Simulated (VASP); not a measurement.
# A VASP study of MnS (r2SCAN): structure first, properties next, part 2 of 2

What structure does MnS take at this level, and what are its properties? The start is a cell from a database of measured crystal structures.

VASP 6.6.1, plane waves and PAW; the level of theory is named at each step.

Still holding for the runs below: The magnetic order is the lowest of the few collinear ones that converged above; longer or canted patterns were not tried. The cell is doubled for it, so bands and modes from the zone boundary of the chemical cell fold onto Γ and the labels are those of the larger cell.

So far, gap on the k-mesh (eV): step 3 (magnetic order: antiferromagnetic, q = (0, 0, 1/2)) 1.83; step 4 (magnetic order: antiferromagnetic, q = (1/2, 1/2, 0)) 0.475; step 6 (full relaxation (r2SCAN)) 1.67; step 7 (second relaxation) 1.74; step 10 (total and projected DOS (r2SCAN)) 1.67. The relaxed cell has a = 3.651, c = 8.905 Å (conventional setting).

The database entry behind the starting cell differs from later determinations by our own check (an axis about 0.2 % short against later determinations), so it need not match the best structure at ambient conditions.

### Step 11. Independent-particle dielectric function (r2SCAN)

LOPTICS sums transitions from filled to empty bands. NBANDS is raised for it.

Input file INCAR:

```
SYSTEM = MnS
PREC = Accurate
ENCUT = 400
EDIFF = 1E-06
NELM = 100
ISMEAR = 0
SIGMA = 0.05
LREAL = .FALSE.
ALGO = Normal
METAGGA = R2SCAN
LASPH = .TRUE.
NBANDS = 51
ISPIN = 2
MAGMOM = 4.338 -4.338 0 0
LMAXMIX = 4
LORBIT = 11
LWAVE = .FALSE.
LCHARG = .FALSE.
KPAR = 4
LOPTICS = .TRUE.
NEDOS = 1500
CSHIFT = 0.1
```

Input file POSCAR:

```
MnS
1.0
    0.0000000000      2.5814128698      2.5814128698
    2.5814128698      0.0000000000      2.5814128698
    5.1486451450      5.1486451450      0.0141805945
Mn S
2 2
Direct
    0.0000000000      0.0000000000      0.0000000000
    0.0000000000      0.0000000000      0.5000000000
    0.5000000000      0.5000000000      0.2500000000
    0.5000000000      0.5000000000      0.7500000000
```

Input file KPOINTS:

```
Automatic mesh
0
Gamma
10 10 10
0 0 0
```

PAW data sets: Mn_pv and S (PBE family, release 64).

Started as:

```console
> mpirun -np 4 vasp_std
```

Run time: 10 min. Hardware: 4 MPI ranks of AMD EPYC 7R43, shared host; peak memory 3.2 GiB.

These are independent-particle spectra without excitons or local fields, and fine structure depends on the mesh and on CSHIFT.

Numbers from this step:

```yaml
scf_cycles: 18
bands: 51
fermi_energy: 6.511 eV
pressure: -0.03347 GPa
```

The imaginary dielectric function, xx has structure finer than the step of the table below, so its rows give means over 0.5 eV, whole bins alone (the curve runs from 0 to 24.9 eV). Peaks (eV: height): 3.85: 11.8, 6.24: 9.77.

Imaginary dielectric function, xx against photon energy; means over each step:

```tsv
photon energy (eV)	imaginary dielectric function, xx
0.5	0.0418
1.0	0.0975
1.5	0.206
2.0	0.783
2.5	4.00
3.0	4.93
3.5	8.77
4.0	11.2
4.5	9.32
5.0	6.93
5.5	7.06
6.0	8.73
6.5	8.35
7.0	6.91
7.5	6.11
8.0	4.99
8.5	4.40
9.0	4.21
9.5	4.18
10.0	4.21
10.5	4.13
11.0	3.96
11.5	3.53
12.0	3.05
12.5	2.48
13.0	1.96
13.5	1.68
14.0	1.38
14.5	1.18
15.0	1.06
15.5	0.872
16.0	0.791
16.5	0.663
17.0	0.622
17.5	0.579
18.0	0.589
18.5	0.476
19.0	0.405
19.5	0.405
20.0	0.357
20.5	0.368
21.0	0.381
21.5	0.312
22.0	0.299
22.5	0.332
23.0	0.309
23.5	0.276
24.0	0.233
24.5	0.231
```

Real dielectric function, xx against photon energy:

photon energy (eV), real dielectric function, xx and a bar from the least value:
```
        0        8.5 #######################
        1        9.0 ########################
        2       11.3 #############################
        3       11.5 ##############################
        4        6.3 ##################
        5        3.0 ###########
        6        4.2 #############
        7        0.0 ####
        8       -0.7 ##
        9        0.1 ####
       10       -0.2 ###
       11       -1.2 #
       12       -1.6 
       13       -1.5 
       14       -1.2 #
       15       -0.9 ##
       16       -0.7 ##
       17       -0.4 ###
       18       -0.3 ###
       19       -0.1 ###
       20        0.0 ####
       21        0.1 ####
       22        0.2 ####
       23        0.2 ####
       24        0.3 ####
```

### Step 12. Optical spectrum (r2SCAN)

LOPTICS sums transitions from filled to empty bands.

INCAR is that of step 11.

POSCAR is that of step 11.

Input file KPOINTS:

```
Automatic mesh
0
Gamma
9 9 9
0 0 0
```

Started as:

```console
> mpirun -np 4 vasp_std
```

Elapsed: 7 min, on 4 MPI ranks; peak memory 2.6 GiB; 28 min of CPU time.

This step gave:

| Quantity | Value |
| --- | --- |
| irreducible k-points | 85 |
| Fermi energy | 6.512 eV |
| pressure | -0.03194 GPa |
| valence top at k | 0, 0, 0.4444 |
| conduction bottom at k | 0.4444, 0.4444, 0 |
| least direct gap at k | 0.4444, 0, 0 |
| gap on the k-mesh | 1.713 eV |
| least direct gap on the k-mesh | 2.139 eV |

The imaginary dielectric function, xx has structure finer than the step of the table below, so its rows give means over 1 eV, whole bins alone (the curve runs from 0 to 24.9 eV). Peaks (eV: height): 4.0: 12.3, 6.1: 9.63.

Table of imaginary dielectric function, xx by photon energy; means over each step:

```tsv
photon energy (eV)	imaginary dielectric function, xx
1	0.105
2	1.41
3	5.44
4	10.7
5	7.26
6	8.40
7	7.07
8	5.05
9	4.18
10	4.17
11	3.93
12	3.06
13	2.00
14	1.41
15	1.01
16	0.788
17	0.624
18	0.547
19	0.423
20	0.378
21	0.358
22	0.314
23	0.301
24	0.249
```

Table of real dielectric function, xx by photon energy:

photon energy (eV), real dielectric function, xx and a bar from the least value:
```
        0        8.6 #######################
        1        9.0 ########################
        2       11.3 #############################
        3       11.7 ##############################
        4        6.6 ##################
        5        3.6 ############
        6        4.2 #############
        7        0.3 ####
        8       -0.8 ##
        9        0.1 ####
       10       -0.1 ###
       11       -1.2 #
       12       -1.5 
       13       -1.6 
       14       -1.1 #
       15       -0.9 ##
       16       -0.7 ##
       17       -0.4 ###
       18       -0.3 ###
       19       -0.2 ###
       20        0.0 ####
       21        0.1 ####
       22        0.2 ####
       23        0.2 ####
       24        0.3 ####
```

### Step 13. Ionic relaxation at fixed cell (r2SCAN), changed input

This run is made with a changed input; what comes of it follows.

Input file INCAR:

```
SYSTEM = MnS
PREC = Accurate
ENCUT = 400
EDIFF = 1E-06
NELM = 95
ISMEAR = 0
SIGMA = 0.05
LREAL = .FALSE.
ALGO = Normal
METAGGA = R2SCAN
LASPH = .TRUE.
NBANDS = 27
ISPIN = 2
MAGMOM = 4.338 -4.338 0 0
LMAXMIX = 4
LORBIT = 11
LWAVE = .FALSE.
LCHARG = .FALSE.
KPAR = 4
IBRION = 2
NSW = 30
ISIF = 2
EDIFFG = -0.01
NELECT = 41
```

POSCAR is that of step 12.

Input file KPOINTS:

```
Automatic mesh
0
Gamma
7 7 7
0 0 0
```

Started as:

```console
> mpirun -np 4 vasp_std
```

The job ended after 4.2 min (4 MPI ranks; peak memory 0.89 GiB).

The run was stopped at its time limit, by a STOPCAR file.

The fault in the input: wrong number of electrons (NELECT = 41.0). Leave NELECT out for a neutral cell.

### Step 14. Summary of results

| Property | Result |
| --- | --- |
| relaxed volume | 17.13 Å³/atom |
| relaxed conventional cell a, b, c | 5.156, 5.156, 5.156 Å |
| space group after relaxing, within 0.02 Å (lengths above averaged to it) | Fm-3m (No. 225) |
| moment of the cell (10×10×10 mesh) | 0 μB |
| largest site moment (10×10×10 mesh) | 4.34 μB on Mn1 |
| band gap | 1.67 eV, indirect (least direct gap of that run 2.12 eV) |
| gap among the points of the DOS mesh alone, an upper bound | 1.67 eV |
| strongest peak of ε2, mean over directions | 3.85 eV |
| ε1 at zero frequency, no local fields, mean | 8.55 |

What this shows: With r2SCAN, MnS relaxes to 17.13 Å³/atom in space group Fm-3m, has an indirect gap of 1.67 eV and keeps moments of up to 4.34 μB (10×10×10 mesh). Against the listed cell the volume lies -3.0 %. Band structure (r2SCAN): On this path the gap is indirect, 1.67 eV, with the valence top at Z and the conduction bottom at F. The least direct gap is 2.12 eV. Semilocal functionals usually underestimate gaps. Only a few collinear orders were tried, on the cell as listed. No search among competing phases was made, and a listed structure need not be the one stable at ambient conditions. All values are for a static lattice at zero temperature.

[Lines on the potential files, build, host, timing and source positions are cut from VASP's logs without a mark.]

[Logs are printed without paths, hosts, clocks, repeated set-up lines and the standing remarks that a program may print on its own settings, such as how far it seeks lower states.]

[Hosts, paths, dates, database ids (printed as entryN), source tags and the programs' standing remarks are cut or masked in the printed files.]

[A measured line is paired with the nearest computed mode of its activity, which favours agreement.]
